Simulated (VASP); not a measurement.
# Zr2ZnN2 (Cmmm) in VASP: relaxation of cell and atoms with PBE

Aim: the relaxation of cell and atoms of Zr2ZnN2 with PBE.

Program: VASP 6.6.1. These are calculated values, not measurements. Logs are shortened: lines on timing, memory, paths and dates and some standing lists are left out, and cuts for length are marked.

## 1. Starting point

The structure is orthorhombic, space group Cmmm (No. 65). The conventional cell has a = 5.171 Å, b = 6.161 Å, c = 4.564 Å, α = 90.00°, β = 90.00°, γ = 90.00°. Zr (site symmetry 2/m) is surrounded by 2 N at 2.01 Å. Around Zn (site symmetry mmm) lie 4 N at 2.28 to 2.59 Å. N (site symmetry mmm) has 4 Zr at 2.01 Å and 2 Zn at 2.28 Å as nearest neighbours. Around N (site symmetry mmm) lie 2 Zn at 2.59 Å.

The cell was built by a generator and needn't be a form met in nature.

## 2. Relaxation of cell and atoms, PBE

INCAR

```
SYSTEM = Zr2ZnN2
ALGO = Fast
EDIFF = 1E-4
EDIFFG = -0.08
ENCUT = 520
GGA = PE
IBRION = 2
ISIF = 3
ISMEAR = 0
LASPH = .True.
LCHARG = .False.
LREAL = .False.
LWAVE = .False.
NELM = 60
NSW = 24
PREC = Normal
SIGMA = 0.15
```

KPOINTS

```
k-points
0
Gamma
  4 4 3
  0 0 0
```

POSCAR

```
Zr2ZnN2
1.0
    2.5855351500     -3.0806607500      0.0000000000
    2.5855351500      3.0806607500      0.0000000000
    0.0000000000      0.0000000000      4.5640275300
Zr Zn N
2 1 2
Direct
    0.0000000000      0.5000000000      0.5000000000
    0.5000000000      0.0000000000      0.5000000000
    0.5000000000      0.5000000000      0.0000000000
    0.5000000000      0.5000000000      0.5000000000
    0.0000000000      0.0000000000      0.0000000000
```

Potentials or basis: VASP PAW PBE potentials, release 64 (Zr_sv, Zn, N).

Command:

```
$ cat potpaw_PBE.64/Zr_sv/POTCAR potpaw_PBE.64/Zn/POTCAR potpaw_PBE.64/N/POTCAR > POTCAR
$ mpirun -np 1 vasp_std > vasp.out
```

OUTCAR:

```text
SYSTEM = Zr2ZnN2
   EDIFF = 1E-4
   EDIFFG = -0.08
   ENCUT = 520
   GGA = PE
   IBRION = 2
   ISIF = 3
   ISMEAR = 0
   LASPH = .True.
   LREAL = .False.
   NELM = 60
   NSW = 24
   PREC = Normal

 ion  position               nearest neighbor table
   1  0.000  0.500  0.500-   4 2.01   4 2.01   2 2.59   2 2.59   3 3.04   3 3.04   3 3.04   3 3.04
                             2 3.08   2 3.08
   2  0.500  0.000  0.500-   4 2.01   4 2.01   1 2.59   1 2.59   3 3.04   3 3.04   3 3.04   3 3.04
                             1 3.08   1 3.08
   3  0.500  0.500  0.000-   4 2.28   4 2.28   1 3.04   1 3.04   2 3.04   2 3.04   2 3.04   2 3.04
                             1 3.04   1 3.04
   4  0.500  0.500  0.500-   1 2.01   2 2.01   2 2.01   1 2.01   3 2.28   3 2.28
   5  0.000  0.000  0.000-

  LATTYP: Found a base centered orthorhombic cell.
 ALAT       =     5.1710703000
 B/A-ratio  =     1.1914983055
 C/A-ratio  =     0.8826079061

  Lattice vectors:

 A1 = (   2.5855351500,  -3.0806607500,   0.0000000000)
 A2 = (   2.5855351500,   3.0806607500,   0.0000000000)
 A3 = (   0.0000000000,   0.0000000000,   4.5640275300)

Analysis of symmetry for initial positions (statically):
=====================================================================
 Subroutine PRICEL returns:
 Original cell was already a primitive cell.

 Routine SETGRP: Setting up the symmetry group for a
 base centered orthorhombic supercell.

 Subroutine GETGRP returns: Found  8 space group operations
 (whereof  8 operations were pure point group operations)
 out of a pool of  8 trial point group operations.

The static configuration has the point symmetry D_2h.

Analysis of symmetry for dynamics (positions and initial velocities):
=====================================================================
 Subroutine PRICEL returns:
 Original cell was already a primitive cell.

 Routine SETGRP: Setting up the symmetry group for a
 base centered orthorhombic supercell.

 Subroutine GETGRP returns: Found  8 space group operations
 (whereof  8 operations were pure point group operations)
 out of a pool of  8 trial point group operations.

The dynamic configuration has the point symmetry D_2h.

 Subroutine INISYM returns: Found  8 space group operations
 (whereof  8 operations are pure point group operations),
 and found     1 'primitive' translations

----------------------------------------------------------------------------------------

                                     Primitive cell

  volume of cell :      72.7064

  direct lattice vectors                    reciprocal lattice vectors
     2.585535150 -3.080660750  0.000000000     0.193383563 -0.162302844  0.000000000
     2.585535150  3.080660750  0.000000000     0.193383563  0.162302844  0.000000000
     0.000000000  0.000000000  4.564027530     0.000000000  0.000000000  0.219104726

  length of vectors
     4.021873030  4.021873030  4.564027530     0.252466662  0.252466662  0.219104726

  position of ions in fractional coordinates (direct lattice)
     0.000000000  0.500000000  0.500000000
     0.500000000  0.000000000  0.500000000
     0.500000000  0.500000000  0.000000000
     0.500000000  0.500000000  0.500000000
     0.000000000  0.000000000  0.000000000

  ion indices of the primitive-cell ions
   primitive index   ion index
                 1           1
                 2           2
                 3           3
                 4           4
                 5           5

----------------------------------------------------------------------------------------

 KPOINTS: k-points

Automatic generation of k-mesh.
 Grid dimensions read from file:
 generate k-points for:    4    4    3

 Generating k-lattice:

  Cartesian coordinates                     Fractional coordinates (reciprocal lattice)
     0.048345891 -0.040575711  0.000000000     0.250000000  0.000000000  0.000000000
     0.048345891  0.040575711  0.000000000     0.000000000  0.250000000  0.000000000
     0.000000000  0.000000000  0.073034909     0.000000000  0.000000000  0.333333333

  Length of vectors
     0.063116666  0.063116666  0.073034909

  Shift w.r.t. Gamma in fractional coordinates (k-lattice)
     0.000000000  0.000000000  0.000000000

 Subroutine IBZKPT returns following result:
 ===========================================

 Found     14 irreducible k-points:

 Following reciprocal coordinates:
            Coordinates               Weight
  0.000000  0.000000  0.000000      1.000000
  0.250000  0.000000  0.000000      4.000000
  0.500000  0.000000  0.000000      2.000000
  0.250000  0.250000  0.000000      2.000000
  0.500000  0.250000  0.000000      4.000000
 -0.250000  0.250000  0.000000      2.000000
  0.500000  0.500000  0.000000      1.000000
  0.000000  0.000000  0.333333      2.000000
  0.250000  0.000000  0.333333      8.000000
  0.500000  0.000000  0.333333      4.000000
  0.250000  0.250000  0.333333      4.000000
  0.500000  0.250000  0.333333      8.000000
 -0.250000  0.250000  0.333333      4.000000
  0.500000  0.500000  0.333333      2.000000
   k-points           NKPTS =     14   k-points in BZ     NKDIM =     14   number of bands    NBANDS=     27
   number of dos      NEDOS =    301   number of ions     NIONS =      5
   total plane-waves  NPLWV =  16128
   dimension x,y,z NGX =    24 NGY =   24 NGZ =   28
   dimension x,y,z NGXF=    48 NGYF=   48 NGZF=   56
   ions per type =               2   1   2
   NGX,Y,Z   is equivalent  to a cutoff of   9.92,  9.92, 10.20 a.u.
   NGXF,Y,Z  is equivalent  to a cutoff of  19.84, 19.84, 20.40 a.u.
 SYSTEM =  Zr2ZnN2
   PREC   = normal    normal or accurate (medium, high low for compatibility)
   ISTART =      0    job   : 0-new  1-cont  2-samecut
   ICHARG =      2    charge: 1-file 2-atom 10-const
   ISPIN  =      1    spin polarized calculation?
   LNONCOLLINEAR =      F non collinear calculations
   LSORBIT =      F    spin-orbit coupling
   LASPH  =      T    aspherical Exc in radial PAW
   ENCUT  =  520.0 eV  38.22 Ry    6.18 a.u.   7.48  7.48  8.49*2*pi/ulx,y,z
   NELM   =     60;   NELMIN=  2; NELMDL= -5     # of ELM steps
   EDIFF  = 0.1E-03   stopping-criterion for ELM
   LREAL  =      F    real-space projection
   EDIFFG = -.8E-01   stopping-criterion for IOM
   NSW    =     24    number of steps for IOM
   IBRION =      2    ionic relax: 0-MD 1-quasi-New 2-CG
   NFREE  =      1    steps in history (QN), initial steepest desc. (CG)
   ISIF   =      3    stress and relaxation
   ISYM   =      2    0-nonsym 1-usesym 2-fastsym
   POTIM  = 0.5000    time-step for ionic-motion
   TEBEG  =    0.0;   TEEND  =   0.0 temperature during run
   PSTRESS=    0.0 pullay stress
   NELECT =      46.0000    total number of electrons
   NUPDOWN=      -1.0000    fix difference up-down
   EMIN   =  10.00;   EMAX   =-10.00  energy-range for DOS
   EFERMI =   0.00;   METHOD = LEGACY
   ISMEAR =     0;   SIGMA  =   0.15  broadening in eV -4-tet -1-fermi 0-gaus
   EFERMI_NEDOS =   21; number of points for ismear=-14 and -15
   IALGO  =     68    algorithm
   IMIX   =      4    mixing-type and parameters
     AMIX     =   0.40;   BMIX     =  1.00
     AMIX_MAG =   1.60;   BMIX_MAG =  1.00
  volume/ion in A,a.u.               =      14.54        98.13
  Fermi-wavevector in a.u.,A,eV,Ry     =   1.405411  2.655841 26.873944  1.975179
  Thomas-Fermi vector in A             =   2.527875
   LORBIT       =      0    0 simple, 1 ext, 2 COOP (PROOUT), +10 PAW based schemes
   GGA     = PE    functional components
   LHFCALC =     F    Hartree Fock is set to
   AEXX    =    0.0000 exact exchange contribution
   IVDW    =     0    specifies the selected vdW correction
   LEPSILON=     F    determine dielectric tensor
   LRPA    =     F    only Hartree local field effects (RPA)
 conjugate gradient relaxation of ions
 non-spin polarized calculation
 RMM-DIIS sequential band-by-band and
 Gauss-broadening in eV      SIGMA  =   0.15
  energy-cutoff  :      520.00
  volume of cell :       72.71
 maximum number of plane-waves:      1971
   NGX = 15   NGY = 15   NGZ = 17

--------------------------------------- Ionic step        1  -------------------------------------------

 number of electron      45.9999943 magnetization

 Free energy of the ion-electron system (eV)
  ---------------------------------------------------
  ext. energy  EPLUGINS =         0.00000000
  ---------------------------------------------------
  free energy    TOTEN  =       -32.08134463 eV

  energy without entropy =      -32.04889127  energy(sigma->0) =      -32.06511795

------------------------ aborting loop because EDIFF is reached ----------------------------------------

  FORCE on cell =-STRESS in cart. coord.  units (eV):
  Direction    XX          YY          ZZ          XY          YZ          ZX
  --------------------------------------------------------------------------------------
  -------------------------------------------------------------------------------------
  Total       17.5828506     17.1985723     -6.4010070     -0.0000000      0.0000000      0.0000000
  in kB      387.4603770    378.9923170   -141.0542940     -0.0000000      0.0000000      0.0000000
  external PRESSURE =     208.4661333 kB  Pullay stress =       0.0000000 kB
[... 98 lines left out ...]
  FREE ENERGIE OF THE ION-ELECTRON SYSTEM (eV)
  ---------------------------------------------------
  free  energy   TOTEN  =       -33.5632968774 eV

  energy  without entropy=      -33.5160234495  energy(sigma->0) =      -33.53966016

[... ionic steps 4 to 11 ...]

--------------------------------------- Ionic step       12  -------------------------------------------

 number of electron      46.0000051 magnetization

------------------------ aborting loop because EDIFF is reached ----------------------------------------

  FORCE on cell =-STRESS in cart. coord.  units (eV):
  Direction    XX          YY          ZZ          XY          YZ          ZX
  --------------------------------------------------------------------------------------
  -------------------------------------------------------------------------------------
  Total       -0.5156193      0.0928166      1.1724892      0.0000000      0.0000000      0.0000000
  in kB      -11.5656978      2.0819403     26.2997464      0.0000000      0.0000000      0.0000000
  external PRESSURE =       5.6053297 kB  Pullay stress =       0.0000000 kB
[... 63 lines left out ...]
  energy  without entropy=      -34.6372989817  energy(sigma->0) =      -34.64584012

--------------------------------------- Ionic step       14  -------------------------------------------

 number of electron      46.0000036 magnetization

 Free energy of the ion-electron system (eV)
  ---------------------------------------------------
  ext. energy  EPLUGINS =         0.00000000
  ---------------------------------------------------
  free energy    TOTEN  =       -34.65460210 eV

  energy without entropy =      -34.63788947  energy(sigma->0) =      -34.64624579

 E-fermi :   8.2516     XC(G=0): -11.5813

 val. band max:        8.2226037853   @ k =   0.2500   0.2500   0.3333
 cond. band min:       8.3464891579   @ k =   0.5000   0.0000   0.3333
 fundamental gap:      0.1238853726
 Fermi energy:         8.2515595509

 k-point     1 :       0.0000    0.0000    0.0000
  band No.  band energies     occupation
      1     -41.3623      2.00000
      2     -41.1582      2.00000
      3     -20.0471      2.00000
      4     -19.4621      2.00000
      5     -19.3675      2.00000
      6     -19.3549      2.00000
[... 441 lines left out ...]
  FREE ENERGIE OF THE ION-ELECTRON SYSTEM (eV)
  ---------------------------------------------------
  free  energy   TOTEN  =       -34.6546021039 eV

  energy  without entropy=      -34.6378894746  energy(sigma->0) =      -34.64624579

 reached required accuracy - stopping structural energy minimisation
```

Run time: 2.3 min. Hardware: 1 thread of Intel Xeon 6975P-C (Granite Rapids), shared host; peak memory 0.16 GiB.

Results:

| Property | Result |
| --- | --- |
| Free energy | -34.6546 eV |
| Relaxed volume | 14.38 Å³/atom |
| Relaxed cell | a = 4.486 Å, b = 4.486 Å, c = 3.645 Å, α = 90.00°, β = 90.00°, γ = 101.43° |
| Space group after relaxing (to 0.05 Å) | Cmmm (No. 65) |
| Energy gained by relaxing | 514.7 meV/atom |
| Ionic steps | 14 |
| Pressure after relaxing | -0.3 GPa |
| Band gap on the k mesh | none (metal or under the smearing width) |

The path:
```csv
step,energy change (eV),largest force (eV/Å),pressure (GPa),volume (Å³)
1,0.0000,0.0000,20.85,72.71
2,-0.7994,0.0000,-20.60,93.03
3,-1.4820,0.0000,-9.09,83.81
4,-2.2654,0.0000,-5.87,77.07
5,-2.5272,0.0000,-1.77,72.96
6,-1.2725,0.0000,23.48,64.43
7,-2.5403,0.0000,-1.27,72.31
8,-2.5349,0.0000,2.25,70.54
9,-2.5527,0.0000,0.22,71.54
10,-2.5516,0.0000,0.68,71.29
11,-2.5660,0.0000,0.44,71.44
12,-2.5662,0.0000,0.56,71.43
13,-2.5730,0.0000,-0.73,72.00
14,-2.5733,0.0000,-0.25,71.91
```

Final structure:
```xyz
5
Lattice="2.8407 -3.4725 0.0000 2.8407 3.4725 0.0000 0.0000 0.0000 3.6448" Properties=species:S:1:pos:R:3 pbc="T T T"
Zr    1.4203    1.7362    1.8224
Zr    1.4203   -1.7362    1.8224
Zn    2.8407    0.0000    0.0000
N     2.8407    0.0000    1.8224
N     0.0000    0.0000    0.0000
```

Caveat: the k mesh is coarse (spacing up to 0.46 Å⁻¹), so the values aren't converged; the relaxation stopped at a loose force limit of 0.08 eV/Å, so its end isn't a converged minimum.
